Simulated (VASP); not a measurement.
An input for Ansatz (written as the equivalent of a VASP run, and not itself run):

Ansatz 0.2 input:
```yaml
crystal:
  lattice:
    - [3.9571529, 0.0000000, 0.0000000]
    - [0.0000000, 3.9571529, 0.0000000]
    - [0.0000000, 0.0000000, 3.9583994]
  atoms:
    - { symbol: Pd, position: [0.0000000, 0.0000000, 0.0000000] }
    - { symbol: Pd, position: [0.5000000, 0.5000000, 0.0000000] }
    - { symbol: Ag, position: [0.5000000, 0.0000000, 0.5000000] }
    - { symbol: Ag, position: [0.0000000, 0.5000000, 0.5000000] }
kpoints:
  mp_grid: { grid: [7, 7, 7] }
hamiltonian:
  xc: pbesol
  pseudopotentials: { kind: paw }
scf:
  occupations: { method: methfessel_paxton, width: 0.1 }
  max_iter: 100
relax:
  max_steps: 60
  f_tol: 0.02
  cell: {}
output: { forces: true, stress: true, eigenvalues: true }
```

Write the VASP files for the same calculation (PBEsol).

This is not unique; one that fits is 
### POSCAR
```
Ag2Pd2
1
    3.9571528742     0.0000000000     0.0000000000
    0.0000000000     3.9571528742    -0.0000000000
    0.0000000000    -0.0000000000     3.9583994176
Pd Ag
2 2
Direct
  0.0000000000   0.0000000000   0.0000000000
  0.5000000000   0.5000000000   0.0000000000
  0.5000000000   0.0000000000   0.5000000000
  0.0000000000   0.5000000000   0.5000000000
```

INCAR:
```
! general
SYSTEM   =  Ag2Pd2
PREC     =  Accurate
ENCUT    =  400
LREAL    =  .FALSE.
LASPH    =  .TRUE.

! electronic loop
EDIFF    =  1E-6   ! SCF stop (eV)
NELM     =  100
ALGO     =  Normal   ! blocked Davidson
LMAXMIX  =  4   ! l cut-off of mixed one-centre charges

! smearing
ISMEAR   =  1   ! Methfessel-Paxton
SIGMA    =  0.1   ! width (eV)

! functional
GGA      =  PS

! ions
IBRION   =  2   ! conjugate gradients
NSW      =  60
ISIF     =  3   ! ions, shape and volume
EDIFFG   =  -0.02

! output
LWAVE    =  .FALSE.
LCHARG   =  .FALSE.
```

KPOINTS:
```
Automatic mesh
0
Gamma
7 7 7
0 0 0
```

POTCAR, in this order: Pd Ag (PBE.64 set). Program: vasp_std.

The two are equivalent in intent, not identical: each code has its own PAW files, so the cut-off isn't converted (ENCUT is set for VASP's; basis.ecutwfc is left out, and Ansatz then takes the one that its files recommend); Ansatz stops its SCF on the density residual and VASP on the energy change (EDIFF).

The structure was generated: Ag2Pd2 was put into an ordered model structure (P4/mmm), which need not be its known phase. This run relaxes it. Symmetry was kept, so distortions that lower it aren't found. The start is the result of an earlier pass.
